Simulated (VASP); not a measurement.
Output of a VASP run:

File OUTCAR:
```
 ion  position               nearest neighbor table
   1  0.000  0.000  0.000-
  LATTYP: Found a body centered cubic cell.
 ALAT       =     3.1500000000
 Subroutine PRICEL returns:
 Original cell was already a primitive cell.
 Subroutine GETGRP returns: Found 48 space group operations
The static configuration has the point symmetry O_h .
The dynamic configuration has the point symmetry O_h .
 Subroutine INISYM returns: Found 48 space group operations
 Subroutine IBZKPT returns following result:
 Found    120 irreducible k-points:

 Following reciprocal coordinates:
            Coordinates               Weight
  0.000000  0.000000  0.000000      1.000000
  0.066667  0.000000  0.000000     12.000000
  0.133333  0.000000  0.000000     12.000000
  0.200000  0.000000  0.000000     12.000000
  0.266667  0.000000  0.000000     12.000000
  0.333333  0.000000  0.000000     12.000000
  0.400000  0.000000  0.000000     12.000000
  0.466667  0.000000  0.000000     12.000000
  0.066667  0.066667  0.000000     24.000000
  0.133333  0.066667 -0.000000     48.000000
  0.200000  0.066667  0.000000     48.000000
  0.266667  0.066667 -0.000000     48.000000
  0.333333  0.066667  0.000000     48.000000
  0.400000  0.066667  0.000000     48.000000
  0.466667  0.066667 -0.000000     24.000000
  0.133333  0.133333  0.000000     24.000000
  0.200000  0.133333  0.000000     48.000000
  0.266667  0.133333 -0.000000     48.000000
  0.333333  0.133333 -0.000000     48.000000
  0.400000  0.133333  0.000000     48.000000
  0.200000  0.200000  0.000000     24.000000
  0.266667  0.200000 -0.000000     48.000000
  0.333333  0.200000 -0.000000     48.000000
  0.400000  0.200000  0.000000     24.000000
  0.266667  0.266667  0.000000     24.000000
  0.333333  0.266667  0.000000     48.000000
  0.333333  0.333333  0.000000      8.000000
  0.066667  0.066667  0.066667      8.000000
  0.133333  0.066667  0.066667     24.000000
  0.200000  0.066667  0.066667     24.000000
  0.266667  0.066667  0.066667     24.000000
  0.333333  0.066667  0.066667     24.000000
  0.400000  0.066667  0.066667     24.000000
 -0.066667  0.066667  0.066667      6.000000
  0.133333  0.133333  0.066667     24.000000
  0.200000  0.133333  0.066667     48.000000
  0.266667  0.133333  0.066667     48.000000
  0.333333  0.133333  0.066667     48.000000
  0.400000  0.133333  0.066667     24.000000
 -0.133333  0.133333  0.066667     24.000000
   k-points           NKPTS =    120   k-points in BZ     NKDIM =    120   number of bands    NBANDS=     11
   number of dos      NEDOS =    301   number of ions     NIONS =      1
   total plane-waves  NPLWV =   8000
   dimension x,y,z NGX =    20 NGY =   20 NGZ =   20
   dimension x,y,z NGXF=    40 NGYF=   40 NGZF=   40
   ions per type =               1
   PREC   = accura    normal or accurate (medium, high low for compatibility)
   ISTART =      0    job   : 0-new  1-cont  2-samecut
   ICHARG =      2    charge: 1-file 2-atom 10-const
   ISPIN  =      1    spin polarized calculation?
   LNONCOLLINEAR =      F non collinear calculations
   LSORBIT =      F    spin-orbit coupling
   INIWAV =      1    electr: 0-lowe 1-rand  2-diag
   ENCUT  =  520.0 eV  38.22 Ry    6.18 a.u.   5.07  5.07  5.07*2*pi/ulx,y,z
   NELM   =    100;   NELMIN=  2; NELMDL= -5     # of ELM steps
   EDIFF  = 0.1E-05   stopping-criterion for ELM
   LREAL  =      F    real-space projection
   NLSPLINE    = F    spline interpolate recip. space projectors
   LMAXMIX     =    4 max onsite mixed and CHGCAR
   VOSKOWN=      0    Vosko Wilk Nusair interpolation
   EDIFFG = -.1E-01   stopping-criterion for IOM
   NSW    =     60    number of steps for IOM
   NBLOCK =      1;   KBLOCK =     60    inner block; outer block
   IBRION =      2    ionic relax: 0-MD 1-quasi-New 2-CG
   NFREE  =      1    steps in history (QN), initial steepest desc. (CG)
...
```

### OSZICAR
```
       N       E                     dE             d eps       ncg     rms          rms(c)
DAV:   1     0.897571622565E+02    0.89757E+02   -0.83980E+03  2672   0.131E+03
DAV:   2    -0.103201618271E+02   -0.10008E+03   -0.96946E+02  2889   0.342E+02
DAV:   3    -0.115826758924E+02   -0.12625E+01   -0.12487E+01  3060   0.384E+01
DAV:   4    -0.115864246605E+02   -0.37488E-02   -0.37483E-02  2885   0.237E+00
DAV:   5    -0.115864440324E+02   -0.19372E-04   -0.19371E-04  3096   0.169E-01    0.147E+01
DAV:   6    -0.110146503666E+02    0.57179E+00   -0.10236E+00  2829   0.123E+01    0.401E+00
DAV:   7    -0.109343696793E+02    0.80281E-01   -0.21132E-01  3066   0.521E+00    0.949E-01
DAV:   8    -0.109302515159E+02    0.41182E-02   -0.43380E-03  2804   0.916E-01    0.223E-01
DAV:   9    -0.109303180463E+02   -0.66530E-04   -0.10807E-04  3074   0.143E-01    0.869E-02
DAV:  10    -0.109303288066E+02   -0.10760E-04   -0.11053E-05  2859   0.437E-02    0.266E-03
DAV:  11    -0.109303288639E+02   -0.57301E-07   -0.48796E-08  1742   0.316E-03
   1 F= -.11460418E+02 E0= -.11460240E+02  d E =-.114604E+02
       N       E                     dE             d eps       ncg     rms          rms(c)
DAV:   1    -0.113258273141E+02   -0.39550E+00   -0.11500E+01  2766   0.483E+01    0.866E+00
DAV:   2    -0.109119880045E+02    0.41384E+00   -0.82518E-01  2721   0.118E+01    0.135E+00
DAV:   3    -0.108726991348E+02    0.39289E-01   -0.15306E-01  2862   0.495E+00    0.149E+00
DAV:   4    -0.108758115597E+02   -0.31124E-02   -0.19222E-03  2748   0.541E-01    0.180E-01
DAV:   5    -0.108758483500E+02   -0.36790E-04   -0.80520E-04  2924   0.360E-01    0.145E-02
DAV:   6    -0.108758453535E+02    0.29965E-05   -0.50975E-06  2827   0.312E-02    0.354E-03
DAV:   7    -0.108758444589E+02    0.89463E-06   -0.35127E-07  1592   0.769E-03
   2 F= -.11442886E+02 E0= -.11442621E+02  d E =0.175325E-01
       N       E                     dE             d eps       ncg     rms          rms(c)
DAV:   1    -0.111798686998E+02   -0.30402E+00   -0.64961E+00  2754   0.368E+01    0.523E+00
DAV:   2    -0.109368346716E+02    0.24303E+00   -0.53574E-01  2700   0.914E+00    0.103E+00
DAV:   3    -0.109216205438E+02    0.15214E-01   -0.68435E-02  2882   0.326E+00    0.676E-01
DAV:   4    -0.109233466640E+02   -0.17261E-02   -0.12029E-03  2745   0.408E-01    0.416E-02
DAV:   5    -0.109233611937E+02   -0.14530E-04   -0.65252E-05  2990   0.100E-01    0.835E-03
DAV:   6    -0.109233627225E+02   -0.15288E-05   -0.62355E-07  1837   0.120E-02    0.262E-03
DAV:   7    -0.109233629476E+02   -0.22508E-06   -0.56689E-08  1436   0.343E-03
   3 F= -.11462820E+02 E0= -.11462613E+02  d E =-.240137E-02
```

### OUTCAR
```
------------------------ aborting loop because EDIFF is reached ----------------------------------------
 Edisp (eV)   -0.53946
  FORCE on cell =-STRESS in cart. coord.  units (eV):
  Direction    XX          YY          ZZ          XY          YZ          ZX
  --------------------------------------------------------------------------------------
  Total      -0.00474    -0.00474    -0.00474    -0.00000    -0.00000     0.00000
  in kB      -0.49249    -0.49249    -0.49249    -0.00000    -0.00000     0.00000
  external pressure =       -0.49 kB  Pullay stress =        0.00 kB
  volume of cell :       15.42
      direct lattice vectors                 reciprocal lattice vectors
    -1.568042448  1.568042448  1.568042448     0.000000000  0.318868919  0.318868919
     1.568042448 -1.568042448  1.568042448     0.318868919  0.000000000  0.318868919
     1.568042448  1.568042448 -1.568042448     0.318868919  0.318868919  0.000000000
 POSITION                                       TOTAL-FORCE (eV/Angst)
 -----------------------------------------------------------------------------------
      0.00000      0.00000      0.00000        -0.000000      0.000000      0.000000
 -----------------------------------------------------------------------------------
    total drift:                                0.000000     -0.000000      0.000000
  FREE ENERGIE OF THE ION-ELECTRON SYSTEM (eV)
  ---------------------------------------------------
  free  energy   TOTEN  =       -11.4628196333 eV

  energy  without entropy=      -11.4621989270  energy(sigma->0) =      -11.46261273

 reached required accuracy - stopping structural energy minimisation
```
(Selected blocks of OUTCAR.)

### POSCAR
```
Mo
1
   -1.5750000000     1.5750000000     1.5750000000
    1.5750000000    -1.5750000000     1.5750000000
    1.5750000000     1.5750000000    -1.5750000000
Mo
1
Direct
  0.0000000000   0.0000000000   0.0000000000
```

Problem. Write an INCAR and KPOINTS that could have produced this output.

Solution. Several could match; the one computed here: the input of the run itself, PBE GGA with D3 dispersion (zero damping), plane waves, VASP's PBE PAW potentials (set 64).

File KPOINTS:
```
Automatic mesh
0
Gamma
15 15 15
0 0 0
```

INCAR:
```
SYSTEM=Mo
ENCUT=520   ! plane-wave cut-off (eV)
GGA=PE
NSW=60   ! most ionic steps
IVDW=11
EDIFF=1E-6   ! SCF stop (eV)
EDIFFG=-0.01
LREAL=F
IBRION=2   ! conjugate gradients
ISIF=3   ! ions, shape and volume
LCHARG=F
PREC=Accurate
SIGMA=0.1   ! width (eV)
LWAVE=F
LMAXMIX=4   ! l cut-off of mixed one-centre charges
LASPH=T   ! aspherical one-centre terms
ALGO=Normal
ISMEAR=1   ! Methfessel-Paxton
NELM=100   ! most electronic steps
```

POTCAR, in this order: Mo_sv (PBE.64 set). Program: vasp_std.

The compound is Mo in the bcc structure. This run relaxes it. Symmetry was kept, so distortions that lower it aren't found.
